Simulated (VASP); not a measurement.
An input for Ansatz (written as the equivalent of a VASP run, and not itself run):

Ansatz 0.2 input:
```yaml
crystal:
  lattice:
    - [2.7917612, 0.0000000, 0.0000000]
    - [0.0000000, 2.7917612, 0.0000000]
    - [0.0000000, 0.0000000, 2.7917612]
  atoms:
    - { symbol: Ga, position: [0.5000000, 0.5000000, 0.5000000] }
    - { symbol: Co, position: [0.0000000, 0.0000000, 0.0000000] }
kpoints:
  mp_grid: { grid: [13, 13, 13] }
hamiltonian:
  xc: lda
  pseudopotentials: { kind: paw }
scf:
  occupations: { method: methfessel_paxton, width: 0.1 }
  max_iter: 100
relax:
  max_steps: 40
  f_tol: 0.02
  cell: { p_target: 10 }
output: { forces: true, stress: true, eigenvalues: true }
```

**Question.** Translate this input to VASP (INCAR, KPOINTS, POSCAR, choice of POTCAR).

**Answer.** Several could match; the one computed here: 
### INCAR
```
# general
SYSTEM  = CoGa
PREC    = Accurate
ENCUT   = 500
LREAL   = .FALSE.
LASPH   = .TRUE.

# electronic loop
EDIFF   = 1E-6
NELM    = 100
ALGO    = Normal
LMAXMIX = 4

# smearing
ISMEAR  = 1
SIGMA   = 0.1

# ions
IBRION  = 2
NSW     = 40
ISIF    = 3
EDIFFG  = -0.02
PSTRESS = 100

# output
LWAVE   = .FALSE.
LCHARG  = .FALSE.
```

**KPOINTS**
```
Automatic mesh
0
Gamma
13 13 13
0 0 0
```

**POSCAR**
```
CoGa
1
    2.7917611697     0.0000000000     0.0000000000
    0.0000000000     2.7917611697     0.0000000000
    0.0000000000     0.0000000000     2.7917611697
Ga Co
1 1
Direct
  0.5000000000   0.5000000000   0.5000000000
  0.0000000000   0.0000000000   0.0000000000
```

POTCAR, in this order: Ga_d Co (LDA.64 set). Program: vasp_std.

Limits of the translation: each code has its own PAW files, so the cut-off isn't converted (ENCUT is set for VASP's; basis.ecutwfc is left out, and Ansatz then takes the one that its files recommend); Ansatz stops its SCF on the density residual and VASP on the energy change (EDIFF); Ansatz's lda is the Perdew-Wang form, while the LDA potentials of VASP carry Perdew-Zunger's.

The compound is CoGa in the CsCl type structure. This run relaxes it under an external pressure of 10 GPa. Symmetry was kept, so distortions that lower it aren't found.
